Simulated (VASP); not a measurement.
Calculation: PBEsol GGA, VASP's PBE PAW potentials (set 64) (plane waves; VASP).

VASP ran on this input.

### POSCAR
```
Hf
1
    1.5950000000    -2.7626210000     0.0000000000
    1.5950000000     2.7626210000     0.0000000000
    0.0000000000     0.0000000000     5.0500000000
Hf
2
Direct
  0.3333330000   0.6666670000   0.2500000000
  0.6666670000   0.3333330000   0.7500000000
```

**INCAR**
```
# general
SYSTEM   =  Hf
PREC     =  Accurate
ENCUT    =  400
LREAL    =  .FALSE.
LASPH    =  .TRUE.

# electronic loop
EDIFF    =  1E-6
NELM     =  100
ALGO     =  Normal
LMAXMIX  =  6

# smearing
ISMEAR   =  1
SIGMA    =  0.1

# functional
GGA      =  PS

# ions
IBRION   =  2
NSW      =  60
ISIF     =  3
EDIFFG   =  -0.01

# output
LWAVE    =  .FALSE.
LCHARG   =  .FALSE.
```

KPOINTS:
```
K-points
0
Gamma
  12 12 7
0 0 0
```

POTCAR, in this order: Hf_pv (PBE.64 set). Program: vasp_std.

Task: What will the output report for the number of irreducible k-points (NKPTS), number of bands (NBANDS), largest plane-wave count, number of space-group operations, FFT grid (NGX, NGY, NGZ)?

Result: 
```json
{
 "number of irreducible k-points (NKPTS)": "76",
 "number of bands (NBANDS)": "14",
 "largest_plane_wave_count": "820",
 "number_of_space_group_operations": "24",
 "FFT grid (NGX, NGY, NGZ)": "24 × 24 × 36"
}
```

The compound is Hf in the hcp structure. This run relaxes it. Symmetry was kept, so distortions that lower it aren't found.
